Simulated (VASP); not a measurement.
# CaO: a GW gap and what it depends on

Aim: test the GW correction to the gap of CaO. The starting structure is a measured crystal structure from the Crystallography Open Database. Cell and atoms stay as given.

Main program and level: VASP 6.6.1; GW on LDA orbitals, with plane waves and PAW data sets made for GW.

## Step 1: The structure

Symmetry: Fm-3m, No. 225, cubic system. The conventional cell has a = 4.817 Å, b = 4.817 Å, c = 4.817 Å, α = 90.00°, β = 90.00°, γ = 90.00°. Nearest to Ca lie 6 O at 2.41 Å. O has 6 Ca at 2.41 Å nearest. Farther neighbours and most contacts between anions are not listed.

## Step 2: G0W0 (response cutoff 100 eV, 4×4×4 mesh)

It reads the orbitals and their derivatives (WAVECAR and WAVEDER) of a run with the empty bands, which follows a ground-state run; neither is shown.

INCAR reads:

```
SYSTEM = CaO
PREC = Accurate
ENCUT = 440
ISMEAR = 0
SIGMA = 0.01
LREAL = .FALSE.
GGA = CA
NBANDS = 64
ALGO = EVGW0
NELMGW = 1
ENCUTGW = 100
NOMEGA = 40
PRECFOCK = Fast
NBANDSGW = 16
LWAVE = .FALSE.
LCHARG = .FALSE.
```

POSCAR reads:

```
CaO
1.0
    0.0000000000      2.4087000000      2.4087000000
    2.4087000000      0.0000000000      2.4087000000
    2.4087000000      2.4087000000      0.0000000000
Ca O
1 1
Direct
    0.0000000000      0.0000000000      0.0000000000
    0.5000000000      0.5000000000      0.5000000000
```

KPOINTS reads:

```
Automatic mesh
0
Gamma
4 4 4
0 0 0
```

PAW data sets: Ca_sv_GW and O_GW (LDA family, release 64).

Command:

```
> mpirun -np 4 vasp_std
```

Output:

```text
[banner, memory and clock lines left out]
running    4 mpi-ranks, on    1 nodes
 distrk:  each k-point on    4 cores,    1 groups
 distr:  one band on    1 cores,    4 groups

 POSCAR found type information on POSCAR CaO
 POSCAR found :  2 types and       2 ions
|                                                                             |
|           W    W    AA    RRRRR   N    N  II  N    N   GGGG   !!!           |
|           W    W   A  A   R    R  NN   N  II  NN   N  G    G  !!!           |
|           W    W  A    A  R    R  N N  N  II  N N  N  G       !!!           |
|           W WW W  AAAAAA  RRRRR   N  N N  II  N  N N  G  GGG   !            |
|           WW  WW  A    A  R   R   N   NN  II  N   NN  G    G                |
|           W    W  A    A  R    R  N    N  II  N    N   GGGG   !!!           |
|                                                                             |
|     The default for ENCUTGWSOFT is different in this version of VASP.       |
|     please manually set ENCUTGWSOFT =100 in the INCAR file.                 |
|                                                                             |

 LDA part: xc-table for (Slater(with rela. corr.)+CA(PZ))
 , standard interpolation
 found WAVECAR, reading the header
 POSCAR, INCAR and KPOINTS ok, starting setup
 FFT: planning ... GRIDC
 FFT: planning ... GRID_SOFT
 FFT: planning ... GRID
 reading WAVECAR
 the WAVECAR file was read successfully
 initial charge from wavefunction
 available memory per node:     71.61 GB, setting MAXMEM to     73327

 The Fermi energy was updated, please check that it is located mid-gap
 values below the HOMO (VB) or above the LUMO (CB) will cause erroneous energies
 E-fermi :   5.9041

 calculate exact exchange contribution
 the WAVEDER file was read successfully
energies w=
    0.000    0.000    1.558    0.000    3.107    0.000    4.639    0.000
    6.146    0.000    7.625    0.000    9.072    0.000   10.487    0.000
   11.871    0.000   13.227    0.000   14.559    0.000   15.872    0.000
   17.172    0.000   18.465    0.000   19.759    0.000   21.061    0.000
   22.381    0.000   23.727    0.000   25.110    0.000   26.543    0.000
   28.039    0.000   29.615    0.000   31.290    0.000   33.087    0.000
   35.035    0.000   37.171    0.000   39.539    0.000   42.198    0.000
   45.226    0.000   48.729    0.000   52.850    0.000   57.796    0.000
   63.868    0.000   71.526    0.000   81.509    0.000   95.079    0.000
  114.586    0.000  144.956    0.000  198.550    0.000  317.716    0.000
 responsefunction array rank=      72
 LDA part: xc-table for (Slater(with rela. corr.)+CA(PZ))
 , standard interpolation

 min. memory requirement per mpi rank     66.4 MB, per node    265.8 MB

 allocating  10 responsefunctions rank=    72
 shmem allocating  40 responsefunctions rank=    72
 response function shared by NCSHMEM nodes    1
 Doing           10  frequencies on each core in blocks of           40
NQ=   1    0.0000    0.0000    0.0000,
|.........|.........|.........|.........|.........|.........|.........|.........
 performed         73000 updates of chi_q(r,r)
 total number of BLAS operations          2.05 Gflops
NQ=   2    0.2500    0.0000    0.0000,
|.........|.........|.........|.........|.........|.........|.........|.........
 performed        220000 updates of chi_q(r,r)
 total number of BLAS operations          6.59 Gflops
NQ=   3    0.5000    0.0000    0.0000,
|.........|.........|.........|.........|.........|.........|.........|.........
 performed        330000 updates of chi_q(r,r)
 total number of BLAS operations         10.92 Gflops
NQ=   4    0.2500    0.2500    0.0000,
|.........|.........|.........|.........|.........|.........|.........|.........
 performed        463000 updates of chi_q(r,r)
 total number of BLAS operations         14.76 Gflops
NQ=   5    0.5000    0.2500    0.0000,
|.........|.........|.........|.........|.........|.........|.........|.........
 performed        643000 updates of chi_q(r,r)
 total number of BLAS operations         20.48 Gflops
NQ=   6   -0.2500    0.2500    0.0000,
|.........|.........|.........|.........|.........|.........|.........|.........
 performed        802000 updates of chi_q(r,r)
 total number of BLAS operations         24.93 Gflops
NQ=   7    0.5000    0.5000    0.0000,
|.........|.........|.........|.........|.........|.........|.........|.........
 performed        904000 updates of chi_q(r,r)
 total number of BLAS operations         28.28 Gflops
NQ=   8   -0.2500    0.5000    0.2500,
|.........|.........|.........|.........|.........|.........|.........|.........
 performed       1039000 updates of chi_q(r,r)
 total number of BLAS operations         33.28 Gflops
 resolving degeneracies of screened two electron integrals

 calculate QP shifts <psi_nk| G(iteration)W_0 |psi_nk>: iteration 1
 entering main loop
```

Wall time 4.8 s (4 MPI ranks of Intel Xeon 6975P-C (Granite Rapids), shared host); peak memory 0.49 GiB.

The logs omit lines about the potential files and the build; timing stands in the text.

OUTCAR, selected parts (step 2):

```text
ion  position               nearest neighbor table
   1  0.000  0.000  0.000-   2 2.41   2 2.41   2 2.41   2 2.41   2 2.41   2 2.41
   2  0.500  0.500  0.500-   1 2.41   1 2.41   1 2.41   1 2.41   1 2.41   1 2.41

  LATTYP: Found a face centered cubic cell.
 ALAT       =     4.8174000000

 Subroutine GETGRP returns: Found 48 space group operations
 (whereof 48 operations were pure point group operations)

The static configuration has the point symmetry O_h .

 Found      8 irreducible k-points:

   k-points           NKPTS =      8   k-points in BZ     NKDIM =     64   number of bands    NBANDS=     64

   dimension x,y,z NGX =    24 NGY =   24 NGZ =   24
   dimension x,y,z NGXF=    48 NGYF=   48 NGZF=   48

   ENCUT  =  440.0 eV  32.34 Ry    5.69 a.u.   5.83  5.83  5.83*2*pi/ulx,y,z

   NELECT =      16.0000    total number of electrons

  energy-cutoff  :      440.00
  volume of cell :       27.95
      direct lattice vectors                 reciprocal lattice vectors
     0.000000000  2.408700000  2.408700000    -0.207580853  0.207580853  0.207580853
     2.408700000  0.000000000  2.408700000     0.207580853 -0.207580853  0.207580853
     2.408700000  2.408700000  0.000000000     0.207580853  0.207580853 -0.207580853

 k-points in reciprocal lattice and weights: Automatic mesh
   0.00000000  0.00000000  0.00000000       0.016
   0.25000000  0.00000000  0.00000000       0.125
   0.50000000  0.00000000  0.00000000       0.062
   0.25000000  0.25000000  0.00000000       0.094
   0.50000000  0.25000000  0.00000000       0.375
  -0.25000000  0.25000000  0.00000000       0.188
   0.50000000  0.50000000  0.00000000       0.047
  -0.25000000  0.50000000  0.25000000       0.094

 E-fermi :   5.9041

 QP shifts <psi_nk| G(iteration)W_0 |psi_nk>: iteration 1
 for sc-GW calculations column KS-energies equals QP-energies in previous step
 and V_xc(KS)=  KS-energies - (<T + V_ion + V_H > + <T+V_H+V_ion>^1  + <V_x>^1)
 k-point   1 :       0.0000    0.0000    0.0000
  band No.  KS-energies  QP-energies   sigma(KS)   V_xc(KS)     V^pw_x(r,r')   Z            occupation Imag(sigma)
    ...
      5     -11.0140     -12.8857     -21.6163     -18.8358     -30.4113       0.6732       2.0000       1.1011
      6       4.1677       3.5901     -20.0074     -19.2362     -24.3771       0.7488       2.0000       0.2622
      7       4.1677       3.5901     -20.0074     -19.2362     -24.3771       0.7488       2.0000       0.2622
      8       4.1677       3.5901     -20.0074     -19.2362     -24.3771       0.7488       2.0000       0.2622
      9       8.6856       9.7506     -10.1140     -11.4105      -6.3004       0.8214       0.0000      -0.1708
     10      10.2649      12.6445     -10.9887     -13.9551      -6.4848       0.8022       0.0000      -0.2247
     11      10.2649      12.6445     -10.9887     -13.9551      -6.4848       0.8022       0.0000      -0.2247
     12      10.2649      12.6445     -10.9887     -13.9551      -6.4848       0.8022       0.0000      -0.2247
    ...

 k-point   2 :       0.2500    0.0000    0.0000
  band No.  KS-energies  QP-energies   sigma(KS)   V_xc(KS)     V^pw_x(r,r')   Z            occupation Imag(sigma)
    ...
      5     -10.3365     -12.2832     -22.4897     -19.6832     -30.6112       0.6936       2.0000       0.9508
      6       2.6031       1.8489     -17.6955     -16.6857     -21.8038       0.7469       2.0000       0.3057
      7       3.5013       2.9065     -19.1596     -18.3629     -23.4540       0.7466       2.0000       0.2804
      8       3.5013       2.9065     -19.1596     -18.3629     -23.4540       0.7466       2.0000       0.2804
      9      10.2708      12.3305     -10.7521     -13.3198      -6.4157       0.8022       0.0000      -0.2229
     10      10.8249      12.2061     -11.8943     -13.6316      -8.1307       0.7950       0.0000      -0.2042
     11      11.2353      13.7737     -11.6354     -14.8519      -6.9539       0.7892       0.0000      -0.2593
     12      11.2353      13.7737     -11.6354     -14.8519      -6.9539       0.7892       0.0000      -0.2593
    ...

 k-point   3 :       0.5000    0.0000    0.0000
  band No.  KS-energies  QP-energies   sigma(KS)   V_xc(KS)     V^pw_x(r,r')   Z            occupation Imag(sigma)
    ...
      5      -9.8022     -11.8057     -23.0421     -20.2345     -30.8625       0.7136       2.0000       0.8793
      6       1.4851       0.6227     -16.6603     -15.4931     -20.8985       0.7388       2.0000       0.3740
      7       2.9584       2.3388     -18.6444     -17.8044     -22.9737       0.7376       2.0000       0.3050
      8       2.9584       2.3388     -18.6444     -17.8044     -22.9737       0.7376       2.0000       0.3050
      9      11.0965      13.3854     -13.2607     -16.2180      -9.0890       0.7740       0.0000      -0.2562
     10      12.4008      13.5089      -9.1032     -10.4718      -4.8858       0.8096       0.0000      -0.2496
     11      12.4344      15.2326     -12.7505     -16.3849      -7.8110       0.7699       0.0000      -0.3171
     12      12.4344      15.2326     -12.7505     -16.3849      -7.8110       0.7699       0.0000      -0.3171
    ...

 k-point   4 :       0.2500    0.2500    0.0000
  band No.  KS-energies  QP-energies   sigma(KS)   V_xc(KS)     V^pw_x(r,r')   Z            occupation Imag(sigma)
    ...
      5     -10.4740     -12.3838     -22.3449     -19.5476     -30.6344       0.6828       2.0000       0.9716
      6       2.4637       1.7064     -17.9767     -16.9571     -22.2757       0.7428       2.0000       0.3233
      7       3.8619       3.2434     -19.5996     -18.7723     -23.9260       0.7477       2.0000       0.2686
      8       3.8619       3.2434     -19.5996     -18.7723     -23.9260       0.7477       2.0000       0.2686
      9       8.7131      10.6738      -9.9614     -12.3754      -5.7667       0.8122       0.0000      -0.1949
     10      10.5971      12.1335     -10.9904     -12.8964      -6.9180       0.8061       0.0000      -0.1999
     11      12.1331      14.8426     -12.3279     -15.8115      -7.4892       0.7778       0.0000      -0.2955
     12      12.1331      14.8426     -12.3279     -15.8115      -7.4892       0.7778       0.0000      -0.2955
    ...

[... 4 further parts left out ...]
```

G0W0 (response cutoff 100 eV, 4×4×4 mesh): the quasiparticle gap on this mesh is 5.826 eV, +2.353 eV from the LDA gap on the same points, with 64 bands.

## Step 3: G0W0 (response cutoff 160 eV, 4×4×4 mesh)

It reads the orbitals and their derivatives (WAVECAR and WAVEDER) of a run with the empty bands, which follows a ground-state run; neither is shown.

INCAR: that of step 2 with these lines changed.

```diff
@@ -7,6 +7,6 @@
 GGA = CA
-NBANDS = 64
+NBANDS = 132
 ALGO = EVGW0
 NELMGW = 1
-ENCUTGW = 100
+ENCUTGW = 160
 NOMEGA = 40
```

POSCAR is that of step 2.

KPOINTS is that of step 2.

Command:

```
> mpirun -np 4 vasp_std
```

Output:

```text
[banner, memory and clock lines left out]
running    4 mpi-ranks, on    1 nodes
[...]
|                                                                             |
|           W    W    AA    RRRRR   N    N  II  N    N   GGGG   !!!           |
|           W    W   A  A   R    R  NN   N  II  NN   N  G    G  !!!           |
|           W    W  A    A  R    R  N N  N  II  N N  N  G       !!!           |
|           W WW W  AAAAAA  RRRRR   N  N N  II  N  N N  G  GGG   !            |
|           WW  WW  A    A  R   R   N   NN  II  N   NN  G    G                |
|           W    W  A    A  R    R  N    N  II  N    N   GGGG   !!!           |
|                                                                             |
|     The default for ENCUTGWSOFT is different in this version of VASP.       |
|     please manually set ENCUTGWSOFT =160 in the INCAR file.                 |
|                                                                             |

 LDA part: xc-table for (Slater(with rela. corr.)+CA(PZ))
[...]
total number of BLAS operations         95.03 Gflops
NQ=   4    0.2500    0.2500    0.0000,
|.........|.........|.........|.........|.........|.........|.........|.........
 performed        991000 updates of chi_q(r,r)
 total number of BLAS operations        135.11 Gflops
NQ=   5    0.5000    0.2500    0.0000,
|.........|.........|.........|.........|.........|.........|.........|.........
 performed       1371000 updates of chi_q(r,r)
 total number of BLAS operations        181.90 Gflops
NQ=   6   -0.2500    0.2500    0.0000,
|.........|.........|.........|.........|.........|.........|.........|.........
 performed       1709000 updates of chi_q(r,r)
 total number of BLAS operations        230.48 Gflops
NQ=   7    0.5000    0.5000    0.0000,
|.........|.........|.........|.........|.........|.........|.........|.........
 performed       1928000 updates of chi_q(r,r)
 total number of BLAS operations        254.16 Gflops
NQ=   8   -0.2500    0.5000    0.2500,
|.........|.........|.........|.........|.........|.........|.........|.........
 performed       2215000 updates of chi_q(r,r)
 total number of BLAS operations        285.10 Gflops
 resolving degeneracies of screened two electron integrals

 calculate QP shifts <psi_nk| G(iteration)W_0 |psi_nk>: iteration 1
 entering main loop
[key lines of the parts left out:]
E-fermi :   5.9041
```

The job ended after 9.4 s (4 MPI ranks; peak memory 0.59 GiB).

From OUTCAR (step 3):

```text
 QP shifts <psi_nk| G(iteration)W_0 |psi_nk>: iteration 1
 for sc-GW calculations column KS-energies equals QP-energies in previous step
 and V_xc(KS)=  KS-energies - (<T + V_ion + V_H > + <T+V_H+V_ion>^1  + <V_x>^1)
 k-point   1 :       0.0000    0.0000    0.0000
  band No.  KS-energies  QP-energies   sigma(KS)   V_xc(KS)     V^pw_x(r,r')   Z            occupation Imag(sigma)
    ...
      5     -11.0140     -12.9283     -21.7224     -18.8358     -30.4113       0.6632       2.0000       1.1071
      6       4.1677       3.3627     -20.3172     -19.2362     -24.3771       0.7447       2.0000       0.2612
      7       4.1677       3.3627     -20.3172     -19.2362     -24.3771       0.7447       2.0000       0.2612
      8       4.1677       3.3627     -20.3172     -19.2362     -24.3771       0.7447       2.0000       0.2612
      9       8.6856       9.7097     -10.1609     -11.4105      -6.3004       0.8195       0.0000      -0.1667
     10      10.2649      12.5069     -11.1594     -13.9551      -6.4848       0.8019       0.0000      -0.2295
     11      10.2649      12.5069     -11.1594     -13.9551      -6.4848       0.8019       0.0000      -0.2295
     12      10.2649      12.5069     -11.1594     -13.9551      -6.4848       0.8019       0.0000      -0.2295
    ...

[... 1 part as in an earlier step ...]

[... 2 further parts left out ...]
[key lines of the parts left out:]
E-fermi :   5.9041
```

G0W0 (response cutoff 160 eV, 4×4×4 mesh): the quasiparticle gap on this mesh is 5.948 eV, +2.475 eV from the LDA gap on the same points, with 132 bands.

## Step 4: G0W0 (response cutoff 240 eV, 4×4×4 mesh)

It reads the orbitals and their derivatives (WAVECAR and WAVEDER) of a run with the empty bands, which follows a ground-state run; neither is shown.

INCAR: that of step 3 with these lines changed.

```diff
@@ -7,6 +7,6 @@
 GGA = CA
-NBANDS = 132
+NBANDS = 236
 ALGO = EVGW0
 NELMGW = 1
-ENCUTGW = 160
+ENCUTGW = 240
 NOMEGA = 40
```

POSCAR is that of step 3.

KPOINTS is that of step 3.

Command:

```
> mpirun -np 4 vasp_std
```

Output:

```text
[banner, memory and clock lines left out]
running    4 mpi-ranks, on    1 nodes
[...]
|                                                                             |
|           W    W    AA    RRRRR   N    N  II  N    N   GGGG   !!!           |
|           W    W   A  A   R    R  NN   N  II  NN   N  G    G  !!!           |
|           W    W  A    A  R    R  N N  N  II  N N  N  G       !!!           |
|           W WW W  AAAAAA  RRRRR   N  N N  II  N  N N  G  GGG   !            |
|           WW  WW  A    A  R   R   N   NN  II  N   NN  G    G                |
|           W    W  A    A  R    R  N    N  II  N    N   GGGG   !!!           |
|                                                                             |
|     The default for ENCUTGWSOFT is different in this version of VASP.       |
|     please manually set ENCUTGWSOFT =240 in the INCAR file.                 |
|                                                                             |

 LDA part: xc-table for (Slater(with rela. corr.)+CA(PZ))
[...]
total number of BLAS operations        615.47 Gflops
NQ=   4    0.2500    0.2500    0.0000,
|.........|.........|.........|.........|.........|.........|.........|.........
 performed       1799000 updates of chi_q(r,r)
 total number of BLAS operations        840.14 Gflops
NQ=   5    0.5000    0.2500    0.0000,
|.........|.........|.........|.........|.........|.........|.........|.........
 performed       2485000 updates of chi_q(r,r)
 total number of BLAS operations       1146.06 Gflops
NQ=   6   -0.2500    0.2500    0.0000,
|.........|.........|.........|.........|.........|.........|.........|.........
 performed       3096000 updates of chi_q(r,r)
 total number of BLAS operations       1422.97 Gflops
NQ=   7    0.5000    0.5000    0.0000,
|.........|.........|.........|.........|.........|.........|.........|.........
 performed       3495000 updates of chi_q(r,r)
 total number of BLAS operations       1592.09 Gflops
NQ=   8   -0.2500    0.5000    0.2500,
|.........|.........|.........|.........|.........|.........|.........|.........
 performed       4015000 updates of chi_q(r,r)
 total number of BLAS operations       1801.00 Gflops
 resolving degeneracies of screened two electron integrals

 calculate QP shifts <psi_nk| G(iteration)W_0 |psi_nk>: iteration 1
 entering main loop
[key lines of the parts left out:]
E-fermi :   5.9041
```

Elapsed: 22 s, on 4 MPI ranks; peak memory 0.87 GiB.

From OUTCAR (step 4):

```text
 QP shifts <psi_nk| G(iteration)W_0 |psi_nk>: iteration 1
 for sc-GW calculations column KS-energies equals QP-energies in previous step
 and V_xc(KS)=  KS-energies - (<T + V_ion + V_H > + <T+V_H+V_ion>^1  + <V_x>^1)
 k-point   1 :       0.0000    0.0000    0.0000
  band No.  KS-energies  QP-energies   sigma(KS)   V_xc(KS)     V^pw_x(r,r')   Z            occupation Imag(sigma)
    ...
      5     -11.0140     -13.0708     -21.9605     -18.8358     -30.4113       0.6582       2.0000       1.1197
      6       4.1677       3.1973     -20.5439     -19.2362     -24.3771       0.7420       2.0000       0.2683
      7       4.1677       3.1973     -20.5439     -19.2362     -24.3771       0.7420       2.0000       0.2683
      8       4.1677       3.1973     -20.5439     -19.2362     -24.3771       0.7420       2.0000       0.2683
      9       8.6856       9.6456     -10.2376     -11.4105      -6.3004       0.8184       0.0000      -0.1595
     10      10.2649      12.4356     -11.2461     -13.9551      -6.4848       0.8013       0.0000      -0.2274
     11      10.2649      12.4356     -11.2461     -13.9551      -6.4848       0.8013       0.0000      -0.2274
     12      10.2649      12.4356     -11.2461     -13.9551      -6.4848       0.8013       0.0000      -0.2274
    ...

[... 1 part as in an earlier step ...]

[... 2 further parts left out ...]
[key lines of the parts left out:]
E-fermi :   5.9041
```

G0W0 (response cutoff 240 eV, 4×4×4 mesh): the quasiparticle gap on this mesh is 6.064 eV, +2.591 eV from the LDA gap on the same points, with 236 bands.

[end of part 1 of 2]

[Lines on the potential files, build, host, timing and source positions are cut from VASP's logs without a mark.]

[Logs are printed without paths, hosts, clocks, repeated set-up lines and the standing remarks that a program may print on its own settings, such as how far it seeks lower states.]

[Hosts, paths, dates, database ids (printed as entryN), source tags and the programs' standing remarks are cut or masked in the printed files.]
